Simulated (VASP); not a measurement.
A run of VASP 6.6.1 is set up as follows.

The input INCAR:

```
SYSTEM = InSb
  ALGO = Normal
  EDIFF = 1E-7
  ENCUT = 520
  GGA = PE
  GGA_COMPAT = .FALSE.
  ISIF = 2
  ISMEAR = 0
  KPAR = 4
  LASPH = .TRUE.
  LCHARG = .FALSE.
  LORBIT = 11
  LREAL = .FALSE.
  LSORBIT = .TRUE.
  LWAVE = .FALSE.
  MAGMOM = 0 0 0 0 0 0
  NBANDS = 30
  NELM = 80
  PREC = Accurate
  SIGMA = 0.03
```

KPOINTS

```
k-points
0
G
  10 10 10
  0 0 0
```

The input POSCAR:

```
InSb                                    
1.0
    0.0000000000      3.2603245811      3.2603245811
    3.2603245811      0.0000000000      3.2603245811
    3.2603245811      3.2603245811      0.0000000000
  In              Sb            
     1     1
Direct
     0.0000000000000000    0.0000000000000000    0.0000000000000000
     0.2500000000000000    0.2500000000000000    0.2500000000000000
```

KPOINTS_OPT

```
explicit points
302
Reciprocal
 0.0000000000  0.0000000000  0.0000000000 1
 0.0263157895  0.0000000000  0.0263157895 1
 0.0526315789  0.0000000000  0.0526315789 1
 0.0789473684  0.0000000000  0.0789473684 1
 0.1052631579  0.0000000000  0.1052631579 1
 0.1315789474  0.0000000000  0.1315789474 1
[... 294 lines left out ...]
 0.5127584400  0.0255168800  0.5127584400 1
 0.4872415600 -0.0255168800  0.4872415600 1
```

Potentials or basis: VASP PAW PBE potentials, release 64 (In_d, Sb).

The run is started by

```console
$ cat potpaw_PBE.64/In_d/POTCAR potpaw_PBE.64/Sb/POTCAR > POTCAR
$ mpirun -np 4 vasp_ncl > vasp.out
```

Problem. Predict the pressure.

Solution. 2.2 GPa.
